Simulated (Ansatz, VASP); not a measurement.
# Cross-check of SbAs between VASP and Ansatz

Aim: how closely do two programs agree when they are given the same cell, functional and k mesh? The cell is taken from a series of runs on this material, whose earlier steps may have relaxed, scaled, displaced or heated it; both programs get it as it stands.

Method: plane waves, with VASP 6.6.1 beside it; relaxation of cell and atoms at PBEsol with D3(BJ), in Ansatz 0.2.0.

**1. The starting structure**

The structure is trigonal, space group R3m (No. 160). Conventional cell: a = 4.009 Å, b = 4.009 Å, c = 10.222 Å, α = 90.00°, β = 90.00°, γ = 120.00°. Sb has 6 As at 2.72 to 3.04 Å nearest. As has 6 Sb at 2.72 to 3.04 Å nearest. Farther neighbours are not listed.

Structure file:

```cif
data_structure
_symmetry_space_group_name_H-M 'R3m:H'
_symmetry_Int_Tables_number 160
_cell_length_a 4.0089
_cell_length_b 4.0089
_cell_length_c 10.2218
_cell_angle_alpha 90.000
_cell_angle_beta 90.000
_cell_angle_gamma 120.000
_cell_volume 142.27
loop_
_atom_site_label
_atom_site_type_symbol
_atom_site_symmetry_multiplicity
_atom_site_Wyckoff_symbol
_atom_site_fract_x
_atom_site_fract_y
_atom_site_fract_z
_atom_site_occupancy
Sb1 Sb 3 a 0.66667 0.33333 0.09678 1
As1 As 3 a 0.00000 0.00000 0.23655 1
```

**2. Ansatz: relaxation of cell and atoms, PBEsol with D3(BJ)**

Ansatz runs on its default PAW (the set named soft_2) files.

The relaxed volume is the usual yardstick between codes: in a stiff, nearly cubic crystal its relative difference is about their pressure difference at one cell divided by the bulk modulus.

Input file input.yaml:

```yaml
crystal:
  lattice:
    - [2.0044674253, 1.1572798076, 3.4072630349]
    - [-2.0044674253, 1.1572798076, 3.4072630349]
    - [0.0, -2.3145596152, 3.4072630349]
  atoms:
    - { symbol: Sb, position: [0.2365493545, 0.2365493545, 0.2365493545] }
    - { symbol: As, position: [0.7634486455, 0.7634486455, 0.7634486455] }
kpoints:
  mp_grid: { grid: [15, 15, 15] }
hamiltonian:
  xc: pbesol
  dispersion: d3bj
scf:
  occupations: { method: gaussian, width: 0.1 }
output:
  forces: true
  stress: true
  eigenvalues: true
  write_density: true
  write_potential: true
  elf: true
  volumetric_format: npy
relax:
  adjacent_minimum: "off"
  f_tol: 0.005
  max_steps: 80
  cell: { stress_tol: 0.05 }
```

Command:

```
> ansatz run input.yaml --threads 8 --pin off --max-ram 14336MiB --backend cpu --events-out ev --progress --plain --runs-dir out
```

Numbers of over 12 decimals in the logs are rounded to 6 here.

Log:

```text
Engine: ansatz 0.2.0, x86_64-unknown-linux-gnu
Pseudopotentials: kind: paw
Pseudopotential: Sb, paw, valence charge 15, recommended cutoff 420 eV (normal), Sb.paw.azcp
Pseudopotential: As, paw, valence charge 15, recommended cutoff 420 eV (normal), As.paw.azcp
Functional definition: PBEsol
  exchange = pbesol_x
  correlation = pbesol_c
Crystal: 2 atoms, lattice volume = 47.424 Å³
Basis set: ecut = 420 eV, 935 PW (Γ), exchange–correlation on 60×60×60 points (8 copies of the dense FFT grid, shifted against one another)
Bands: 19, of which v1, the nominal top of the filled ones, is band 15 counted from 1 (14 counted from 0)
Symmetry: 6 space group operations
Space group: R3m (ITA 160), of the structure as read, at distance tolerance 3.6e-5 Å
k-points: 344 of 3375 (time reversal used)
Non-local potential: Sb, projectors of the file, l = 0: 2, l = 1: 2, l = 2: 2, l = 3: 2
Non-local potential: As, projectors of the file, l = 0: 2, l = 1: 2, l = 2: 3, l = 3: 1
PAW form: soft (Blöchl's): semilocal exchange-correlation on the pseudo side does not see the compensation charge
PAW frozen core: Sb, regenerated for the run's functional, and the local potential with it (the file was generated under x = pbe(κ = 0.804, μ = 0.219515), c = pbe(β = 0.066725))
PAW frozen core: As, regenerated for the run's functional, and the local potential with it (the file was generated under x = pbe(κ = 0.804, μ = 0.219515), c = pbe(β = 0.066725))
PAW one-centre angular grid: Sb, 590 points (default); XC on 64 Gauss nodes
PAW one-centre angular grid: As, 590 points (default); XC on 64 Gauss nodes
Initial density: superposition of atomic densities (neutral atoms: chi_scale 0, normalization atom), corrected by the library's trained network
Initial wavefunctions: pseudopotential atomic-orbital guess
Functional: x = pbesol(κ = 0.804, μ = 0.123457), c = pbesol(β = 0.046)
SCF iter   1: F=—  HF=-11222.000366 eV  |F-HF|=—  |Δ(HF+E_count)|=         —  Δρ=3.46e-3  dr2=8.51e-3  ethr=1.77e-3  ⟨swp⟩=5.6  Hψ=31974  notcnv=0
preconditioner: auto → Kerker (q_TF=auto, 2.528 Å⁻¹)  [metal: Δε(μ)=0.063 eV  Ē_g=9.687 eV  σ=0.100 eV  W_gap=0.32  n_scr=14 (ndim 8)  ℏωp=17.1 eV  f_vac=0.000  D(μ)=0.20/eV (n_scr^D=0)]
SCF iter   2: F=—  HF=-11221.997199 eV  |F-HF|=—  |Δ(HF+E_count)|=   3.17e-3  Δρ=1.93e-3  dr2=2.07e-3  ethr=2.84e-5  ⟨swp⟩=2.5  Hψ=14240  notcnv=0
SCF iter   3: F=—  HF=-11221.996671 eV  |F-HF|=—  |Δ(HF+E_count)|=   5.27e-4  Δρ=5.07e-4  dr2=1.88e-4  ethr=6.89e-6  ⟨swp⟩=3.0  Hψ=11992  notcnv=0
SCF iter   4: F=—  HF=-11221.996630 eV  |F-HF|=—  |Δ(HF+E_count)|=   4.15e-5  Δρ=2.17e-4  dr2=1.86e-5  ethr=6.27e-7  ⟨swp⟩=2.3  Hψ=10859  notcnv=0
SCF iter   5: F=—  HF=-11221.996631 eV  |F-HF|=—  |Δ(HF+E_count)|=   1.42e-6  Δρ=6.64e-5  dr2=2.30e-6  ethr=6.20e-8  ⟨swp⟩=2.0  Hψ=9978  notcnv=0
SCF iter   6: F=—  HF=-11221.996631 eV  |F-HF|=—  |Δ(HF+E_count)|=   5.35e-7  Δρ=2.57e-5  dr2=4.41e-7  ethr=7.66e-9  ⟨swp⟩=2.0  Hψ=11696  notcnv=0
SCF iter   7: F=-11221.996631 eV  HF=-11221.996631 eV  |F-HF|=8.03e-9  |Δ(HF+E_count)|=   1.91e-9  Δρ=8.47e-6  dr2=5.65e-8  ethr=3.33e-10  ⟨swp⟩=9.1  Hψ=46806  notcnv=0
SCF 1 converged in 7 iterations: F = -11221.996631 eV  dr2 = 5.65e-8
  greatest PAW one-centre occupation: 0.999 electrons in one spin orbital (limit 2), on the As atom at site 1 (counted from 0), in its partial waves of l = 2
relax step   1: F+E_penalty+E_count = -11221.99663077 eV  Δ(F+E_penalty+E_count) = +0.000e0 eV  max|allowed force component| = 2.627e-4 eV/Å  Δτ_max = 0.0000 Å  P = -0.003 GPa  Ω = 47.424 Å³  (7 SCF iters, dr2 threshold 1.00e-7 eV, accepted)
Initial density: handed on by an earlier stage of this run
Initial wavefunctions: pseudopotential atomic-orbital guess (no wavefunctions were taken with the density)
iter 1 solved again at ethr=1.70e-7 eV; its pass at ethr=3.10e-3 eV (dr2=5.09e-5 eV) is discarded
SCF iter   1: F=—  HF=-11221.996631 eV  |F-HF|=—  |Δ(HF+E_count)|=         —  Δρ=8.32e-6  dr2=5.49e-8  ethr=1.70e-7  ⟨swp⟩=2.6  Hψ=46837  notcnv=0
preconditioner: auto → Kerker (q_TF=auto, 2.528 Å⁻¹)  [metal: Δε(μ)=0.060 eV  Ē_g=9.691 eV  σ=0.100 eV  W_gap=0.31  n_scr=14 (ndim 8)  ℏωp=17.1 eV  f_vac=0.000  D(μ)=0.20/eV (n_scr^D=0)]
SCF iter   2: F=—  HF=-11221.996631 eV  |F-HF|=—  |Δ(HF+E_count)|=   5.34e-7  Δρ=6.30e-6  dr2=3.14e-8  ethr=1.83e-10  ⟨swp⟩=2.7  Hψ=13147  notcnv=0
SCF iter   3: F=—  HF=-11221.996631 eV  |F-HF|=—  |Δ(HF+E_count)|=   4.20e-9  Δρ=2.79e-6  dr2=6.43e-9  ethr=1.05e-10  ⟨swp⟩=2.0  Hψ=11665  notcnv=0
SCF iter   4: F=—  HF=-11221.996631 eV  |F-HF|=—  |Δ(HF+E_count)|=  1.00e-10  Δρ=7.47e-7  dr2=1.46e-10  ethr=2.14e-11  ⟨swp⟩=2.0  Hψ=11698  notcnv=0
SCF iter   5: F=-11221.996631 eV  HF=-11221.996631 eV  |F-HF|=1.09e-11  |Δ(HF+E_count)|=  1.82e-12  Δρ=1.70e-7  dr2=1.89e-11  ethr=1.00e-12  ⟨swp⟩=4.0  Hψ=32897  notcnv=0
SCF 2 converged in 5 iterations: F = -11221.996631 eV  dr2 = 1.89e-11
relax step   2: F+E_penalty+E_count = -11221.99663078 eV  Δ(F+E_penalty+E_count) = -1.136e-8 eV  max|allowed force component| = 2.088e-4 eV/Å  Δτ_max = 0.0000 Å  P = -0.003 GPa  Ω = 47.424 Å³  stress off target by 1.07e-2 GPa  SCF on the basis re-selected at this cell (its energy is not comparable with the rows above)  (5 SCF iters)
basis re-selected at this cell: Δ(F+E_penalty+E_count) = -1.136e-8 eV, ΔP = -0.000 GPa vs the last step (what re-selecting the basis moved, of the pressure what is left beyond the Pulay correction that the steps carried, after the strain that the cell walked since its last selection, with what the two solves' SCF thresholds leave and, on support functions, any second-order correction that the steps lacked; it is no m [...]
SCF converged after 5 iterations
Free energy (F): -11221.996631 eV
Harris-Foulkes:  -11221.996631 eV  (|F-HF|=1.09e-11)
Internal energy: -11221.995654 eV  (E = F + TS)
E sigma→0 (E₀):  -11221.996142 eV
Entropy (-TS):   -0.000977 eV (-0.488 meV/atom)
Fermi energy:    11.451771 eV
--- Per-component energies (eV) ---
  E_band       = -369.592648
  E_kinetic    = 311.723591
  E_local      = -3126.456946  (includes V_loc(G=0)·N_el)
  E_nonlocal   = -304.253663
  E_hartree    = 1594.202191
  E_xc         = -217.212898
  E_vxc        = -177.176508  (∫ρ·V_xc dr)
  E_paw        = -6291.995602  (= ΣΔE_a)
  E_vpaw       = -261.833429  (= ΣTr[D̂ρ^β])
  E_aug_tail   = 0.000006  (compensation charges beyond the density's cutoff)
  E_ewald      = -3188.407361
  E_disp       = -0.893258  (pairwise vdW)
  E_core_change = 1.298286  (= ΣΔE_core)
  E_smearing   = -0.000977  (= −TS)
  E_closure    = 0.000000  (closes the sum)
  Σ components = -11221.996631   (vs F -11221.996631, Δ=0.00e0)
--- Forces (eV/Å), atoms counted from 1 ---
  atom   1  Sb    -0.00000000     0.00000000     0.00020866
  atom   2  As     0.00000000     0.00000000    -0.00020894
  max |Σ_I F_I| component: 2.76e-7 eV/Å
--- Stress (GPa, compression-positive) ---
        0.000159       0.000000       0.000000
       -0.000000       0.000159       0.000000
       -0.000000      -0.000000      -0.010723
  P = ⅓ Tr σ = -0.0035 GPa (-0.035 kbar)
--- Band table (eV; the first three rows and the last of 344) ---
  k-point 0: bands = [... 11 lower, 6.6515, 9.2909, 9.4721, 9.4721, 14.3088, 14.8851, 14.8851, 17.0096]
  k-point 1: bands = [... 11 lower, 6.3415, 9.3114, 9.4643, 9.6318, 14.2322, 14.7003, 14.7107, 16.7638]
  k-point 2: bands = [... 11 lower, 5.6062, 9.3238, 9.4464, 9.9786, 13.9515, 14.2129, 14.2578, 16.5124]
  k-point 343: bands = [... 11 lower, 1.4892, 9.1483, 9.7825, 10.9923, 11.8240, 11.8285, 13.4255, 19.3369]
--- Relaxed structure (1 steps of the walk, 1 accepted, 1 SCFs on fresh bases) ---
  F+E_penalty+E_count = -11221.99663078 eV   max|allowed force component| = 2.088e-4 eV/Å   (the final SCF, on the basis selected at the relaxed cell)
  cell:  # Å, volume = 47.4236 Å³
    - [2.004467, 1.157280, 3.4072630349]
    - [-2.004467, 1.157280, 3.4072630349]
    - [0.0, -2.314560, 3.4072630349]
  atoms:
    - { symbol: Sb, position: [0.236549, 0.236549, 0.2365493545] }
    - { symbol: As, position: [0.763449, 0.763449, 0.763449] }
```

**3. VASP: relaxation of cell and atoms, PBEsol with D3(BJ)**

The same cell, functional, mesh and smearing now go to VASP, with its own data sets.

Lines of VASP's logs that name or quote its potential files are left out, and so is its time.

Input file INCAR:

```
SYSTEM = SbAs
PREC = Accurate
ENCUT = 500
EDIFF = 1E-07
NELM = 120
ISMEAR = 0
SIGMA = 0.1
LREAL = .FALSE.
ALGO = Normal
GGA = PS
IVDW = 12
NBANDS = 11
LORBIT = 11
LWAVE = .FALSE.
LCHARG = .FALSE.
ISIF = 3
IBRION = 2
NSW = 80
EDIFFG = -0.005
LASPH = .TRUE.
GGA_COMPAT = .FALSE.
NELMIN = 4
KPAR = 2
```

Input file POSCAR:

```
SbAs
1.0
    2.0044670000      1.1572800000      3.4072630000
   -2.0044670000      1.1572800000      3.4072630000
    0.0000000000     -2.3145600000      3.4072630000
Sb As
1 1
Direct
    0.2365493946      0.2365493946      0.2365493946
    0.7634486488      0.7634486488      0.7634486488
```

Input file KPOINTS:

```
Automatic mesh
0
Gamma
15 15 15
0 0 0
```

The projector-augmented-wave data sets are Sb and As (PBE family, release 64).

Command:

```
> mpirun -np 2 vasp_std
```

Log:

```text
[banner, memory and clock lines left out]
running    2 mpi-ranks, on    1 nodes
 distrk:  each k-point on    1 cores,    2 groups
 distr:  one band on    1 cores,    1 groups

 POSCAR found type information on POSCAR SbAs
 POSCAR found :  2 types and       2 ions
|                                                                             |
|               ----> ADVICE to this user running VASP <----                  |
|                                                                             |
|     You enforced a specific xc type in the INCAR file but a different       |
|     [... a line on the potential file left out ...]
|     I HOPE YOU KNOW WHAT YOU ARE DOING!                                     |
|                                                                             |

 LDA part: xc-table for (Slater+PW92), standard interpolation
 POSCAR, INCAR and KPOINTS ok, starting setup
 FFT: planning ... GRIDC
 FFT: planning ... GRID_SOFT
 FFT: planning ... GRID
 WAVECAR not read
 entering main loop
       N       E                     dE             d eps       ncg     rms          rms(c)
DAV:   1     0.326527710669E+02    0.32653E+02   -0.38366E+03  7568   0.718E+02
DAV:   2    -0.782204092609E+01   -0.40475E+02   -0.39155E+02 10210   0.115E+02
DAV:   3    -0.972430383939E+01   -0.19023E+01   -0.18863E+01  9161   0.279E+01
DAV:   4    -0.973872064258E+01   -0.14417E-01   -0.14415E-01  8617   0.283E+00
DAV:   5    -0.973883655503E+01   -0.11591E-03   -0.11591E-03  8826   0.281E-01    0.331E+00
DAV:   6    -0.967331877621E+01    0.65518E-01   -0.20706E-01  8036   0.162E+00    0.201E+00
DAV:   7    -0.966712846477E+01    0.61903E-02   -0.32397E-02  8879   0.860E-01    0.680E-01
DAV:   8    -0.966580251895E+01    0.13259E-02   -0.38882E-03  8048   0.298E-01    0.835E-02
DAV:   9    -0.966578407781E+01    0.18441E-04   -0.54371E-04  8288   0.127E-01    0.468E-02
DAV:  10    -0.966578321614E+01    0.86167E-06   -0.25113E-05  8948   0.330E-02    0.221E-02
DAV:  11    -0.966578179691E+01    0.14192E-05   -0.15159E-05  8249   0.160E-02    0.397E-03
DAV:  12    -0.966578164656E+01    0.15035E-06   -0.10819E-06  8441   0.646E-03    0.313E-03
DAV:  13    -0.966578166937E+01   -0.22812E-07   -0.37377E-08  4462   0.122E-03
   1 F= -.10558782E+02 E0= -.10558280E+02  d E =-.105588E+02
[...]
2 F= -.10558899E+02 E0= -.10558396E+02  d E =-.116071E-03
[...]
3 F= -.10558987E+02 E0= -.10558485E+02  d E =-.204966E-03
[...]
4 F= -.10558987E+02 E0= -.10558485E+02  d E =-.204902E-03
[...]
5 F= -.10559040E+02 E0= -.10558534E+02  d E =-.529792E-04
 trial-energy change:   -0.000053  1 .order   -0.000053   -0.000062   -0.000044
 step:   3.0623(harm=  3.0623)  dis= 0.00372  next Energy=   -10.559091 (dE=-0.104E-03)
 bond charge predicted
       N       E                     dE             d eps       ncg     rms          rms(c)
DAV:   1    -0.966710452023E+01    0.14170E-02   -0.83152E-03  7913   0.474E-01    0.339E-02
DAV:   2    -0.966709155724E+01    0.12963E-04   -0.24444E-04  8546   0.103E-01    0.214E-02
DAV:   3    -0.966707269367E+01    0.18864E-04   -0.34272E-05  7952   0.297E-02    0.448E-03
DAV:   4    -0.966707219899E+01    0.49468E-06   -0.15933E-06  9077   0.737E-03    0.367E-03
DAV:   5    -0.966707212107E+01    0.77918E-07   -0.58787E-08  4972   0.156E-03
   6 F= -.10559091E+02 E0= -.10558573E+02  d E =-.103774E-03
 curvature:  -1.68 expect dE=-0.803E-05 dE for cont linesearch -0.262E-08
 trial: gam= 0.08808 g(F)=  0.217E-06 g(S)=  0.456E-05 ort =-0.340E-06 (trialstep = 0.135E+01)
 search vector abs. value=  0.529E-05
 reached required accuracy - stopping structural energy minimisation
```

From OUTCAR (step 3):

```text
ion  position               nearest neighbor table
   1  0.237  0.237  0.237-   2 2.72   2 2.72   2 2.72   2 3.04   2 3.04   2 3.04
   2  0.763  0.763  0.763-   1 2.72   1 2.72   1 2.72   1 3.04   1 3.04   1 3.04

  LATTYP: Found a trigonal (rhomboedric) cell.
 ALAT       =     4.1190564579
 COS(alpha) =     0.5263772714

 Subroutine GETGRP returns: Found  6 space group operations
 (whereof  6 operations were pure point group operations)

The static configuration has the point symmetry C_3v.

 Found    344 irreducible k-points:

   k-points           NKPTS =    344   k-points in BZ     NKDIM =    344   number of bands    NBANDS=     11

   dimension x,y,z NGX =    30 NGY =   30 NGZ =   30
   dimension x,y,z NGXF=    60 NGYF=   60 NGZF=   60

   ENCUT  =  500.0 eV  36.75 Ry    6.06 a.u.   7.51  7.51  7.51*2*pi/ulx,y,z

   NELECT =      10.0000    total number of electrons

 k-points in reciprocal lattice and weights: Automatic mesh
   0.00000000  0.00000000  0.00000000       0.000
   0.06666667  0.00000000  0.00000000       0.002
   0.13333333 -0.00000000  0.00000000       0.002
   0.20000000  0.00000000  0.00000000       0.002
   0.26666667 -0.00000000  0.00000000       0.002
   0.33333333 -0.00000000  0.00000000       0.002
   0.40000000  0.00000000  0.00000000       0.002
   0.46666667  0.00000000  0.00000000       0.002
   0.06666667  0.06666667  0.00000000       0.002
[...]
0.46666667  0.46666667  0.46666667       0.001
  -0.46666667  0.46666667  0.46666667       0.002

 Edisp (eV)   -0.89052

 average (electrostatic) potential at core
       1 -85.6734       2 -47.5641

 E-fermi :   7.2525

 k-point     1 :       0.0000    0.0000    0.0000
  band No.  band energies     occupation
      1      -6.9558      2.00000
      2       2.4797      2.00000
      3       5.0987      2.00000
      4       5.2807      2.00000
      5       5.2807      2.00000
      6      10.1447      0.00000
      7      10.7005      0.00000
      8      10.7005      0.00000
      9      12.7380      0.00000
     10      12.7380      0.00000
    ...

 k-point     2 :       0.0667    0.0000    0.0000
  band No.  band energies     occupation
      1      -6.9000      2.00000
      2       2.1667      2.00000
      3       5.1193      2.00000
      4       5.2736      2.00000
      5       5.4446      2.00000
      6      10.0613      0.00000
      7      10.5110      0.00000
      8      10.5261      0.00000
      9      12.5100      0.00000
     10      12.7534      0.00000
    ...

 k-point     3 :       0.1333   -0.0000    0.0000
  band No.  band energies     occupation
      1      -6.7328      2.00000
      2       1.4267      2.00000
      3       5.1334      2.00000
      4       5.2578      2.00000
      5       5.7974      2.00000
      6       9.7658      0.00000
      7      10.0145      0.00000
      8      10.0708      0.00000
      9      12.2781      0.00000
     10      12.8288      0.00000
    ...

 Edisp (eV)   -0.89202

  Total       0.00716     0.00716    -0.00930     0.00000     0.00000     0.00000
  in kB       0.24160     0.24160    -0.31396     0.00000     0.00000     0.00000
  external pressure =        0.06 kB  Pullay stress =        0.00 kB

  energy-cutoff  :      500.00
  volume of cell :       47.47
      direct lattice vectors                 reciprocal lattice vectors
     2.006269929  1.158320923  3.404729964     0.249218708  0.143886434  0.097903016
    -2.006269929  1.158320923  3.404729964    -0.249218708  0.143886434  0.097903016
    -0.000000000 -2.316641846  3.404729964     0.000000000 -0.287772867  0.097903016

 POSITION                                       TOTAL-FORCE (eV/Angst)
 -----------------------------------------------------------------------------------
     -0.00000      0.00000      2.42135         0.000000      0.000000     -0.001498
     -0.00000      0.00000      7.79282        -0.000000      0.000000      0.001498
 -----------------------------------------------------------------------------------
    total drift:                                0.000000      0.000002      0.000257

  FREE ENERGIE OF THE ION-ELECTRON SYSTEM (eV)
  ---------------------------------------------------
  free  energy   TOTEN  =       -10.5590911521 eV

  energy  without entropy=      -10.5580549169  energy(sigma->0) =      -10.55857303

 reached required accuracy - stopping structural energy minimisation

 total charge
# of ion       s       p       d       tot
------------------------------------------
    1        1.228   1.109   0.052   2.390
    2        1.290   1.402   0.044   2.736
--------------------------------------------------
tot          2.518   2.511   0.096   5.126

[... 3 further parts left out ...]
```

CONTCAR:

```
SbAs
   1.00000000000000
     2.0062699293488579    1.1583209229240767    3.4047299644920264
    -2.0062699293488579    1.1583209229240767    3.4047299644920264
    -0.0000000000000000   -2.3166418458481535    3.4047299644920264
  Sb              As
     1     1
Direct
     0.2370573520021943    0.2370573520021943    0.2370573520021943
     0.7629406913978037    0.7629406913978037    0.7629406913978037
```

The run keeps the 6 symmetry operations of its start, so it cannot find a distortion of lower symmetry.

**4. Comparison**

Known differences besides the potentials themselves: the data sets hold 30 valence electrons in Ansatz (on its default PAW (the set named soft_2) files) and 10 in VASP; the cutoff is 420 eV in Ansatz and 500 eV in VASP; Ansatz makes its cores anew for this functional, VASP keeps those of its PBE data sets; Ansatz adds a Pulay correction to the stress that steers its cell, VASP none. Total energies have different zeros and are not compared.

The two programs side by side:

| quantity | Ansatz | VASP | difference |
| --- | --- | --- | --- |
| volume (Å³) | 47.42 | 47.47 | -0.11 % |
| edge a after relaxation, in the typed setting (Å) | 4.119 | 4.118 | +0.02 % |

**5. Summary of results**

```
difference in volume (relaxation of cell and atoms, PBEsol with D3(BJ)) : -0.11 %
```

In words: The difference in volume is -0.11 % (relaxation of cell and atoms, PBEsol with D3(BJ)), within the 1.2 % picked in this series as the mark of a large difference, as far as the stopping tolerances let one tell. The data sets hold unlike numbers of valence electrons (30 in Ansatz and 10 in VASP), so part of the differences comes from the potentials. How closely two codes agree says nothing of how well the functional describes the real material.

[Lines on the potential files, build, host, timing and source positions are cut from VASP's logs without a mark.]

[Logs are printed without paths, hosts, clocks, repeated set-up lines and the standing remarks that a program may print on its own settings, such as how far it seeks lower states.]

[Hosts, paths, dates, database ids (printed as entryN), source tags and the programs' standing remarks are cut or masked in the printed files.]
